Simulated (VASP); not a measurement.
**AlN: transverse stress against strain**

AlN (wurtzite, P6_3mc, 10.632 Å³/atom and stress up to 0.25 GPa in the relaxed cell, c along z) under an equal strain ε along x and y, with z held. PBE in VASP (plane waves, PAW), 600 eV, 12×12×6 Γ-centred mesh, Gaussian smearing 0.05 eV; ions are relaxed, or left where forces stay under 0.02 eV/Å, within the symmetry of each cell. Stress is positive for a compressed cell.

Here s stands for strain and y for stress zz.

```csv
strain (%),stress zz (GPa)
-1.50,3.27
-1.00,2.16
-0.50,1.10
0.00,0.04
0.50,-0.86
1.00,-1.78
1.50,-2.65
3.00,?
```

The 7 complete rows are fitted with a straight line, y against s. Means: s 0, y 0.183. About the means, the sum of products is -13.800 and the sum of squares of s is 7.0000; the slope is their ratio. Least squares gives y = 0.183 - 1.9714·s. Residuals (row less fit): 0.130, 0.006, -0.069, -0.143, -0.057, 0.008, 0.124; standard error 0.110 (degrees of freedom: 5). The slope gives the elastic constant 2C13 = 197 ± 4 GPa (± standard error of the fit, which holds the terms cut off).

Problem. Predict the withheld y at s = 3.00 from the fit, and compare with the calculation.

Solution. y = 0.183 - 1.9714 × 3.0 = -5.731 GPa. The calculation gives -5.02 GPa, 0.711 GPa above the prediction (8.6 % of the range of y in the table). The row lies outside the fitted rows, so this is an extrapolation. From the scatter of the fitted rows alone, a prediction at this place has a standard error of 0.172 GPa, so the miss is 4.1 times that.

A polynomial of degree 2 through the 12 other runs of the series gives -4.97 there, so most of the miss is curvature that the fit leaves out. Rows are the converged runs of the series near zero and its far end; series whose fitted rows scatter by over a few per cent of the range, as at a crossing or softening among them, aren't shown in this form, nor equations of state whose B0' disagrees with the runs' pressures. Most that stay on the fit to the last digits aren't either.
